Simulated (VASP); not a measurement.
Set up this calculation in VASP 6.6.1, as the native input.

* Task: single point
* Functional: PBE
* Potentials or basis: VASP PAW PBE potentials, release 64 (Al, Zn, F)
* Cutoff: 520 eV
* k mesh: 5 × 7 × 4
* Occupations: fermi-dirac, width 0.0258 eV
* Spin: no spin polarisation
* Dipole correction: no
* Further INCAR settings: ALGO = Normal; EDIFF = 1e-07; NBANDS = 30

The structure of AlZnF4 lies in POSCAR:

```
AlZnF4
1.0
    4.0561610000      0.0000000000      0.0000000000
    0.0000000000      2.6484470000      0.0000000000
    0.1934970000      0.0000000000      4.2610300000
Al Zn F
1 1 4
Direct
    0.0000000000      0.0000000000      0.0000000000
    0.5000000000      0.5000000000      0.5000000000
    0.6900000000      0.0000000000      0.3300000000
    0.3100000000      0.0000000000      0.6700000000
    0.7740000000      0.5000000000      0.8140000000
    0.2260000000      0.5000000000      0.1860000000
```

The cell was built by a generator and needn't be a form met in nature.

One way to write it, as run:

INCAR

```
ALGO = Normal ; EDIFF = 1E-7
ENCUT = 520 ; GGA = PE
ISIF = 2 ; ISMEAR = -1
LASPH = T ; LCHARG = T
LELF = T ; LREAL = F
LVHAR = T ; LWAVE = F
NBANDS = 30 ; NELM = 80
PREC = Accurate ; SIGMA = 0.0258
```

KPOINTS

```
k-points
0
Gamma
  5 7 4
```

Potentials or basis: VASP PAW PBE potentials, release 64 (Al, Zn, F).

The run is started by

```sh
$ cat potpaw_PBE.64/Al/POTCAR potpaw_PBE.64/Zn/POTCAR potpaw_PBE.64/F/POTCAR > POTCAR
$ mpirun -np 1 vasp_std > vasp.out
```

Results of the run:

```
Pressure               : 153.3 GPa
Largest force          : 9.929 eV/Å
Band gap on the k mesh : none (metal or under the smearing width)
```

Caveat: the k mesh is coarse (spacing up to 0.37 Å⁻¹), so the values aren't converged; a pressure of tens of GPa on the cell as given is suspect, and the run, the potentials or the cell itself is likely at fault; an odd number of electrons without spin polarisation forces a metal; a magnetic or distorted state may lie lower.

Wall time 24 s on 1 thread of Intel(R) Xeon(R) 6975P-C (Granite Rapids) (shared host), peak memory 0.18 GiB.
